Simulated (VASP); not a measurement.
Input:

```
BaF2
1.0
    0.00000     3.10000     3.10000
    3.10000     0.00000     3.10000
    3.10000     3.10000     0.00000
Ba F
1 2
Direct
  0.00000   0.00000   0.00000
  0.25000   0.25000   0.25000
  0.75000   0.75000   0.75000
```

These are PBE GGA, VASP's PBE PAW potentials (set 64) (plane waves; VASP 6.6.1) values and carry that method's errors. Numerical set-up: PREC = Normal, 500 eV cut-off, 4×4×4 Γ-centred mesh, Gaussian smearing of 0.010 eV, potentials Ba_sv_GW F_GW_new.

Problem. Estimate the energy per atom (σ→0), pressure.

Solution. 
```
Item                           Result
---------------------  --------------
energy per atom (σ→0)  -6.198 eV/atom
pressure                    -1.98 GPa
```

The compound is BaF2 in the fluorite structure. The cell was not relaxed at this level. The k-mesh is coarse (spacing up to 0.44 per Å, 2π included), so the numbers may not be converged in it.
